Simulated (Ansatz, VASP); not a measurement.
LuMnIn in VASP and in Ansatz

```
Lu In Mn
1.0
     4.63987    0.00000    0.00000
    -2.31993    4.01824    0.00000
     0.00000    0.00000    3.33132
Lu In Mn
1 1 1
Direct
  0.00000 0.00000 0.00000
  0.66667 0.33333 0.50000
  0.33333 0.66667 0.50000
```

Change from the starting cell: volume scaled by 0.94.

Alike in both runs: task single point; functional PBE; k mesh 7 × 7 × 8; occupations fermi-dirac, width 0.05 eV; collinear spin, ferromagnetic start.

|  | VASP | Ansatz |
| --- | --- | --- |
| version | VASP 6.6.1 | Ansatz 0.2.0 |
| potentials or method | VASP PAW PBE potentials, release 64 (Lu, In_d, Mn_pv) | Ansatz PAW |
| plane-wave cutoff (eV) | 520 | 420 |
| valence electrons in the cell | 51 | 53 |

Ansatz gave:

- gap on the k mesh at the Fermi level (eV): none
- pressure (GPa): 4.9
- largest component of the traceless stress (GPa): 0.88
- net moment per atom (μB): 1.15

Which values does VASP return?

gap on the k mesh at the Fermi level (eV): none; pressure (GPa): 5.0; largest component of the traceless stress (GPa): 0.86; net moment per atom (μB): 1.15.

A gap of «none» marks a metal or a gap that the smearing closes. The two sets of potentials don't hold the same shells in valence.

Caveats: spin-orbit coupling is left out, which moves the levels of the heavy elements.
